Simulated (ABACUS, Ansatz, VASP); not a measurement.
**One calculation of MnHg, 3 ways**

```
CELL_PARAMETERS angstrom
3.28800 0.00000 0.00000
0.00000 3.28800 0.00000
0.00000 0.00000 3.31300
ATOMIC_POSITIONS crystal
Hg 0.00066 0.98308 0.99468
Mn 0.50187 0.50692 0.50283
```

Atoms were shifted at random by some hundredths of an Å from the given cell, which wasn't relaxed again for these runs.

Alike in all runs: task single point; functional PBE; k mesh 8 × 8 × 8; occupations fermi-dirac, width 0.05 eV; collinear spin, ferromagnetic start; no spin-orbit coupling. Pressure is positive in compression and, in plane waves, holds the error of the finite cutoff, which Ansatz's Pulay term estimates and takes out.

| program and potentials | plane-wave cutoff (eV) | notes | band gap (eV) | pressure (GPa) | net moment per atom (μB) | largest force (eV/Å) | energy over the undisturbed cell (meV/atom) |
| --- | --- | --- | --- | --- | --- | --- | --- |
| Ansatz, Ansatz PAW | 420 | 17.5 valence electrons an atom on average; Pulay term of +0.07 GPa included | no gap | 2.24 | 1.94 | 0.284 | 5.88 |
| VASP, PBE PAW files Hg, Mn_pv, 520 eV | 520 | 12.5 valence electrons an atom on average | no gap | 2.73 | 1.94 | 0.291 | - |
| ABACUS, PseudoDojo NC SR 0.4.1 PBE standard, plane waves | 1320 | 17.5 valence electrons an atom on average | no gap | 2.76 | 1.96 | 0.288 | 5.92 |

Force on atom 2 (Mn), eV/Å:

| program and potentials | x | y | z |
| --- | --- | --- | --- |
| Ansatz, Ansatz PAW | -0.014 | -0.267 | -0.096 |
| VASP, PBE PAW files Hg, Mn_pv, 520 eV | -0.014 | -0.274 | -0.099 |
| ABACUS, PseudoDojo NC SR 0.4.1 PBE standard, plane waves | -0.014 | -0.270 | -0.097 |

None finds a gap. The pressure spans 2.24 (Ansatz, Ansatz PAW) to 2.76 GPa (ABACUS, PseudoDojo NC SR 0.4.1 PBE standard, plane waves). The net moment per atom spans 1.94 (Ansatz, Ansatz PAW) to 1.96 μB (ABACUS, PseudoDojo NC SR 0.4.1 PBE standard, plane waves). The state is the one that the start led to, which needn't be the lowest.

The functional is the same throughout but for its coding, so the spread measures potentials, basis and numerics; runs on potential files found faulty are left out.
